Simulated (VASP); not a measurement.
AlN (zinc blende):

```
CELL_PARAMETERS angstrom
      0.00000     2.19000     2.19000
      2.19000     0.00000     2.19000
      2.19000     2.19000     0.00000
ATOMIC_POSITIONS crystal
  Al 0.00000 0.00000 0.00000
  N  0.25000 0.25000 0.25000
```

The lowest empty band near X, direction along the valley's axis, from mBJ (TB09) with spin-orbit coupling in VASP (PAW); its two spin partners are averaged. The gap over the points computed is 4.81 eV, and the next band on that side lies 4.97 eV away at the edge.

Run with 520 eV cut-off, 12×12×12 Γ-centred mesh, Gaussian smearing of 0.050 eV, potentials Al N.

| distance from the edge in k (1/Å) | distance in energy (meV) |
|---|---|
| 0.025 | 4.2 |
| 0.035 | 8.4 |
| 0.050 | 17.0 |
| 0.070 | 33.4 |

### Question
Fit E(1 + αE) = ħ²k²/2m* (ħ²/2m0 = 3.810 eV Å²) and predict the row at 0.095 1/Å.

### Answer
The rows don't resolve α, so a parabola serves: the electron mass is m* = 0.559 m0, and so 61.5 meV. The run gave 61.4 meV, -0.1 meV from the fit.

Left out are points under 3 meV from the edge, since the levels carry 0.1 meV, and points farther than half the way to the next band.

The compound is AlN in the zinc blende structure, a metastable form; wurtzite is the usual one. The cell was not relaxed at this level.
